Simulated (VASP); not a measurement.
# TiMoSe4 (P4/mmm) in VASP: notebook

Runs on TiMoSe4. Level: PBE. Tasks: relaxation of cell and atoms.

All numbers are computed with VASP 6.6.1; they aren't measurements. Logs are shortened: lines on timing, memory, paths and dates and some standing lists are left out, and cuts for length are marked.

## 1. The crystal as given

Symmetry: P4/mmm, No. 123, tetragonal system. The conventional cell has a = 3.263 Å, b = 3.263 Å, c = 12.296 Å, α = 90.00°, β = 90.00°, γ = 90.00°. Ti (site symmetry 4/mmm) is surrounded by 8 Se at 2.85 Å and 4 Ti at 3.26 Å. Around Mo (site symmetry 4/mmm) lie 8 Se at 2.85 Å and 4 Mo at 3.26 Å. Around Se (site symmetry 4mm) lie 1 Se at 2.81 Å and 4 Ti at 2.85 Å. Se (site symmetry 4mm) has 1 Se at 2.81 Å and 4 Mo at 2.85 Å as nearest neighbours.

The cell was built by a generator and needn't be a form met in nature.

## 2. Relaxation of cell and atoms, PBE

Contents of INCAR:

```
SYSTEM = TiMoSe4
  PREC = Normal
  ENCUT = 520
  EDIFF = 1E-4
  ISMEAR = 0
  SIGMA = 0.15
  LREAL = .False.
  LASPH = .True.
  NELM = 60
  ALGO = Fast
  ISIF = 3
  LWAVE = .False.
  LCHARG = .False.
  GGA = PE
  IBRION = 2
  NSW = 24
  EDIFFG = -0.08
```

Contents of KPOINTS:

```
regular mesh
0
Gamma
  4 4 2
  0 0 0
```

Contents of POSCAR:

```
TiMoSe4
1.0
    3.2630631500      0.0000000000      0.0000000000
    0.0000000000      3.2630631500      0.0000000000
    0.0000000000      0.0000000000     12.2962379700
Ti Mo Se
1 1 4
Direct
    0.0000000000      0.0000000000      0.5000000000
    0.0000000000      0.0000000000      0.0000000000
    0.5000000000      0.5000000000      0.3645260000
    0.5000000000      0.5000000000      0.8643389900
    0.5000000000      0.5000000000      0.1356610100
    0.5000000000      0.5000000000      0.6354740000
```

Potentials or basis: VASP PAW PBE potentials, release 64 (Ti_sv, Mo_sv, Se).

Run with:

```sh
$ cat potpaw_PBE.64/Ti_sv/POTCAR potpaw_PBE.64/Mo_sv/POTCAR potpaw_PBE.64/Se/POTCAR > POTCAR
$ mpirun -np 1 vasp_std > vasp.out
```

OUTCAR:

```text
SYSTEM = TiMoSe4
   PREC = Normal
   ENCUT = 520
   EDIFF = 1E-4
   ISMEAR = 0
   LREAL = .False.
   LASPH = .True.
   NELM = 60
   ISIF = 3
   GGA = PE
   IBRION = 2
   NSW = 24
   EDIFFG = -0.08

 ion  position               nearest neighbor table
   1  0.000  0.000  0.500-   3 2.85   6 2.85   3 2.85   6 2.85   3 2.85   6 2.85   3 2.85   6 2.85

   2  0.000  0.000  0.000-   4 2.85   5 2.85   4 2.85   5 2.85   4 2.85   5 2.85   4 2.85   5 2.85

   3  0.500  0.500  0.365-   1 2.85   1 2.85   1 2.85   1 2.85
   4  0.500  0.500  0.864-   2 2.85   2 2.85   2 2.85   2 2.85
   5  0.500  0.500  0.136-   2 2.85   2 2.85   2 2.85   2 2.85
   6  0.500  0.500  0.635-   1 2.85   1 2.85   1 2.85   1 2.85

  LATTYP: Found a simple tetragonal cell.
 ALAT       =     3.2630631500
 C/A-ratio  =     3.7683113703

  Lattice vectors:

 A1 = (   3.2630631500,   0.0000000000,   0.0000000000)
 A2 = (   0.0000000000,   3.2630631500,   0.0000000000)
 A3 = (   0.0000000000,   0.0000000000,  12.2962379700)

Analysis of symmetry for initial positions (statically):
=====================================================================
 Subroutine PRICEL returns:
 Original cell was already a primitive cell.

 Routine SETGRP: Setting up the symmetry group for a
 simple tetragonal supercell.

 Subroutine GETGRP returns: Found 16 space group operations
 (whereof 16 operations were pure point group operations)
 out of a pool of 16 trial point group operations.

The static configuration has the point symmetry D_4h.

Analysis of symmetry for dynamics (positions and initial velocities):
=====================================================================
 Subroutine PRICEL returns:
 Original cell was already a primitive cell.

 Routine SETGRP: Setting up the symmetry group for a
 simple tetragonal supercell.

 Subroutine GETGRP returns: Found 16 space group operations
 (whereof 16 operations were pure point group operations)
 out of a pool of 16 trial point group operations.

The dynamic configuration has the point symmetry D_4h.

 Subroutine INISYM returns: Found 16 space group operations
 (whereof 16 operations are pure point group operations),
 and found     1 'primitive' translations

----------------------------------------------------------------------------------------

                                     Primitive cell

  volume of cell :     130.9252

  direct lattice vectors                    reciprocal lattice vectors
     3.263063150  0.000000000  0.000000000     0.306460511  0.000000000  0.000000000
     0.000000000  3.263063150  0.000000000     0.000000000  0.306460511  0.000000000
     0.000000000  0.000000000 12.296237970     0.000000000  0.000000000  0.081325687

  length of vectors
     3.263063150  3.263063150 12.296237970     0.306460511  0.306460511  0.081325687

  position of ions in fractional coordinates (direct lattice)
     0.000000000  0.000000000  0.500000000
     0.000000000  0.000000000  0.000000000
     0.500000000  0.500000000  0.364526000
     0.500000000  0.500000000  0.864338990
     0.500000000  0.500000000  0.135661010
     0.500000000  0.500000000  0.635474000

  ion indices of the primitive-cell ions
   primitive index   ion index
                 1           1
                 2           2
                 3           3
                 4           4
                 5           5
                 6           6

----------------------------------------------------------------------------------------

 KPOINTS: regular mesh

Automatic generation of k-mesh.
 Grid dimensions read from file:
 generate k-points for:    4    4    2

 Generating k-lattice:

  Cartesian coordinates                     Fractional coordinates (reciprocal lattice)
     0.076615128  0.000000000  0.000000000     0.250000000  0.000000000  0.000000000
     0.000000000  0.076615128  0.000000000     0.000000000  0.250000000  0.000000000
     0.000000000  0.000000000  0.040662843     0.000000000  0.000000000  0.500000000

  Length of vectors
     0.076615128  0.076615128  0.040662843

  Shift w.r.t. Gamma in fractional coordinates (k-lattice)
     0.000000000  0.000000000  0.000000000

 Subroutine IBZKPT returns following result:
 ===========================================

 Found     12 irreducible k-points:

 Following reciprocal coordinates:
            Coordinates               Weight
  0.000000  0.000000  0.000000      1.000000
  0.250000  0.000000  0.000000      4.000000
  0.500000  0.000000  0.000000      2.000000
  0.250000  0.250000  0.000000      4.000000
  0.500000  0.250000  0.000000      4.000000
  0.500000  0.500000  0.000000      1.000000
  0.000000  0.000000  0.500000      1.000000
  0.250000  0.000000  0.500000      4.000000
  0.500000  0.000000  0.500000      2.000000
  0.250000  0.250000  0.500000      4.000000
  0.500000  0.250000  0.500000      4.000000
  0.500000  0.500000  0.500000      1.000000
   k-points           NKPTS =     12   k-points in BZ     NKDIM =     12   number of bands    NBANDS=     30
   number of dos      NEDOS =    301   number of ions     NIONS =      6
   total plane-waves  NPLWV =  22680
   dimension x,y,z NGX =    18 NGY =   18 NGZ =   70
   dimension x,y,z NGXF=    36 NGYF=   36 NGZF=  140
   ions per type =               1   1   4
   NGX,Y,Z   is equivalent  to a cutoff of   9.17,  9.17,  9.46 a.u.
   NGXF,Y,Z  is equivalent  to a cutoff of  18.34, 18.34, 18.93 a.u.
 SYSTEM =  TiMoSe4
   PREC   = normal    normal or accurate (medium, high low for compatibility)
   ISTART =      0    job   : 0-new  1-cont  2-samecut
   ICHARG =      2    charge: 1-file 2-atom 10-const
   ISPIN  =      1    spin polarized calculation?
   LNONCOLLINEAR =      F non collinear calculations
   LSORBIT =      F    spin-orbit coupling
   LASPH  =      T    aspherical Exc in radial PAW
   ENCUT  =  520.0 eV  38.22 Ry    6.18 a.u.   6.07  6.07 22.86*2*pi/ulx,y,z
   NELM   =     60;   NELMIN=  2; NELMDL= -5     # of ELM steps
   EDIFF  = 0.1E-03   stopping-criterion for ELM
   LREAL  =      F    real-space projection
   EDIFFG = -.8E-01   stopping-criterion for IOM
   NSW    =     24    number of steps for IOM
   IBRION =      2    ionic relax: 0-MD 1-quasi-New 2-CG
   NFREE  =      1    steps in history (QN), initial steepest desc. (CG)
   ISIF   =      3    stress and relaxation
   ISYM   =      2    0-nonsym 1-usesym 2-fastsym
   POTIM  = 0.5000    time-step for ionic-motion
   TEBEG  =    0.0;   TEEND  =   0.0 temperature during run
   PSTRESS=    0.0 pullay stress
   NELECT =      50.0000    total number of electrons
   NUPDOWN=      -1.0000    fix difference up-down
   EMIN   =  10.00;   EMAX   =-10.00  energy-range for DOS
   EFERMI =   0.00;   METHOD = LEGACY
   ISMEAR =     0;   SIGMA  =   0.15  broadening in eV -4-tet -1-fermi 0-gaus
   EFERMI_NEDOS =   21; number of points for ismear=-14 and -15
   IALGO  =     68    algorithm
   IMIX   =      4    mixing-type and parameters
     AMIX     =   0.40;   BMIX     =  1.00
     AMIX_MAG =   1.60;   BMIX_MAG =  1.00
  volume/ion in A,a.u.               =      21.82       147.25
  Fermi-wavevector in a.u.,A,eV,Ry     =   1.187747  2.244515 19.194307  1.410742
  Thomas-Fermi vector in A             =   2.323891
   LORBIT       =      0    0 simple, 1 ext, 2 COOP (PROOUT), +10 PAW based schemes
   GGA     = PE    functional components
   LHFCALC =     F    Hartree Fock is set to
   AEXX    =    0.0000 exact exchange contribution
   IVDW    =     0    specifies the selected vdW correction
   LEPSILON=     F    determine dielectric tensor
   LRPA    =     F    only Hartree local field effects (RPA)
 conjugate gradient relaxation of ions
 non-spin polarized calculation
 RMM-DIIS sequential band-by-band and
 Gauss-broadening in eV      SIGMA  =   0.15
  energy-cutoff  :      520.00
  volume of cell :      130.93
 maximum number of plane-waves:      3576
   NGX = 13   NGY = 13   NGZ = 45

--------------------------------------- Ionic step        1  -------------------------------------------

 number of electron      50.0000009 magnetization

 Free energy of the ion-electron system (eV)
  ---------------------------------------------------
  ext. energy  EPLUGINS =         0.00000000
  ---------------------------------------------------
  free energy    TOTEN  =       -34.78923239 eV

  energy without entropy =      -34.72395492  energy(sigma->0) =      -34.75659366

------------------------ aborting loop because EDIFF is reached ----------------------------------------

  FORCE on cell =-STRESS in cart. coord.  units (eV):
  Direction    XX          YY          ZZ          XY          YZ          ZX
  --------------------------------------------------------------------------------------
  -------------------------------------------------------------------------------------
  Total       -7.3804066     -7.3804066     -4.9255352      0.0000000      0.0000000      0.0000000
  in kB      -90.3166158    -90.3166158    -60.2754961      0.0000000      0.0000000      0.0000000
  external PRESSURE =     -80.3029093 kB  Pullay stress =       0.0000000 kB
[... 101 lines left out ...]
  FREE ENERGIE OF THE ION-ELECTRON SYSTEM (eV)
  ---------------------------------------------------
  free  energy   TOTEN  =       -35.5918832916 eV

  energy  without entropy=      -35.5293756393  energy(sigma->0) =      -35.56062947

 E-fermi :   5.5296     XC(G=0): -10.0374

 val. band max:        5.5127569646   @ k =   0.5000   0.5000   0.5000
 cond. band min:       5.7004348098   @ k =   0.2500   0.2500   0.0000
 fundamental gap:      0.1876778453
 Fermi energy:         5.5295729634

 k-point     1 :       0.0000    0.0000    0.0000
  band No.  band energies     occupation
      1     -55.8815      2.00000
      2     -51.5342      2.00000
      3     -29.8808      2.00000
      4     -29.8808      2.00000
      5     -29.8772      2.00000
      6     -27.9455      2.00000
[... 385 lines left out ...]
     29       7.7254      0.00000
     30       8.1196      0.00000

[... ionic steps 4 to 13 ...]

--------------------------------------- Ionic step       14  -------------------------------------------

 number of electron      49.9999991 magnetization

------------------------ aborting loop because EDIFF is reached ----------------------------------------

  FORCE on cell =-STRESS in cart. coord.  units (eV):
  Direction    XX          YY          ZZ          XY          YZ          ZX
  --------------------------------------------------------------------------------------
  -------------------------------------------------------------------------------------
  Total        0.0272094      0.0272094      1.2249211      0.0000000     -0.0000000     -0.0000000
  in kB        0.3164254      0.3164254     14.2449387      0.0000000     -0.0000000     -0.0000000
  external PRESSURE =       4.9592631 kB  Pullay stress =       0.0000000 kB
[... 65 lines left out ...]
  energy  without entropy=      -36.1154475661  energy(sigma->0) =      -36.13949712

--------------------------------------- Ionic step       16  -------------------------------------------

 number of electron      49.9999999 magnetization

 Free energy of the ion-electron system (eV)
  ---------------------------------------------------
  ext. energy  EPLUGINS =         0.00000000
  ---------------------------------------------------
  free energy    TOTEN  =       -36.16896615 eV

  energy without entropy =      -36.12077984  energy(sigma->0) =      -36.14487300

 E-fermi :   4.7652     XC(G=0):  -9.5775

 val. band max:        4.7343846732   @ k =   0.5000   0.0000   0.0000
 cond. band min:       4.8342341298   @ k =   0.5000   0.5000   0.5000
 fundamental gap:      0.0998494566
 Fermi energy:         4.7651546647

 k-point     1 :       0.0000    0.0000    0.0000
  band No.  band energies     occupation
      1     -56.6363      2.00000
      2     -52.3310      2.00000
      3     -30.6485      2.00000
      4     -30.6485      2.00000
      5     -30.6148      2.00000
      6     -28.7377      2.00000
[... 418 lines left out ...]
  FREE ENERGIE OF THE ION-ELECTRON SYSTEM (eV)
  ---------------------------------------------------
  free  energy   TOTEN  =       -36.1689661535 eV

  energy  without entropy=      -36.1207798442  energy(sigma->0) =      -36.14487300

 reached required accuracy - stopping structural energy minimisation
```

It took 3.1 min on 1 thread of Intel Xeon 6975P-C (Granite Rapids), shared host; peak memory 0.2 GiB.

Results:

* Free energy: -36.1690 eV
* Relaxed volume: 23.11 Å³/atom
* Relaxed cell: a = 3.112 Å, b = 3.112 Å, c = 14.316 Å, α = 90.00°, β = 90.00°, γ = 90.00°
* Space group after relaxing (to 0.05 Å): P4/mmm (No. 123)
* Energy gained by relaxing: 230.0 meV/atom
* Ionic steps: 16
* Pressure after relaxing: 0.1 GPa
* Largest force after relaxing: 0.030 eV/Å
* Band gap on the k mesh: none (metal or under the smearing width)

Forces in eV/Å, atoms in the order of the input:
```
Ti   0.000  0.000  0.000
Mo   0.000  0.000  0.000
Se   0.000  0.000 -0.030
Se   0.000  0.000  0.000
Se   0.000  0.000  0.000
Se   0.000  0.000  0.030
```

Stress tensor (GPa, compression positive):
```
-0.09  0.00  0.00
 0.00 -0.09  0.00
 0.00  0.00  0.46
```

Step by step:
```tsv
step	energy change (eV)	largest force (eV/Å)	pressure (GPa)	volume (Å³)
1	0.0000	2.4858	-8.03	130.93
2	-0.6211	0.2032	11.86	111.26
3	-0.8027	1.0546	3.71	116.94
4	-1.0820	0.3653	2.18	121.31
5	-1.1779	0.4762	1.22	126.20
6	-1.2764	0.3798	-1.65	131.16
7	-1.2766	0.4109	-1.73	131.35
8	-1.3164	0.2893	1.52	129.03
9	-1.3189	0.3195	0.83	129.44
10	-1.3390	0.2206	0.78	130.94
11	-1.3530	0.3118	0.64	134.51
12	-1.3622	0.3498	-1.14	139.14
13	-1.3644	0.3405	-0.78	137.62
14	-1.3719	0.2638	0.50	137.77
15	-1.3743	0.1749	0.24	137.72
16	-1.3797	0.0304	0.09	138.65
```

Final structure:
```
CELL_PARAMETERS angstrom
3.11201 0.00000 0.00000
0.00000 3.11201 0.00000
0.00000 0.00000 14.31612
ATOMIC_POSITIONS crystal
Ti 0.00000 0.00000 0.50000
Mo 0.00000 0.00000 0.00000
Se 0.50000 0.50000 0.38945
Se 0.50000 0.50000 0.89205
Se 0.50000 0.50000 0.10795
Se 0.50000 0.50000 0.61055
```

Levels at points of the mesh, in eV from the Fermi level:
```
           k point  band 23  band 24  band 25  band 26  band 27  band 28
(0.00, 0.00, 0.00)    -0.30    -0.23    -0.23     0.34     0.34     0.65
(0.50, 0.00, 0.00)    -0.86    -0.41    -0.03     1.12     1.26     1.75
(0.50, 0.50, 0.00)    -0.70    -0.12     0.49     0.71     2.16     2.26
(0.00, 0.00, 0.50)    -0.23    -0.23    -0.16     0.33     0.33     0.65
(0.50, 0.00, 0.50)    -0.86    -0.41    -0.03     1.12     1.26     1.75
(0.50, 0.50, 0.50)    -0.70     0.07     0.49     0.50     2.16     2.29
```

Caveat: the k mesh is coarse (spacing up to 0.48 Å⁻¹), so the values aren't converged; this functional lacks dispersion, which binds the layers, so the pressure and a relaxed spacing across them are unreliable; the relaxation stopped at a loose force limit of 0.08 eV/Å, so its end isn't a converged minimum.

(Part 1 of 2 ends here.)
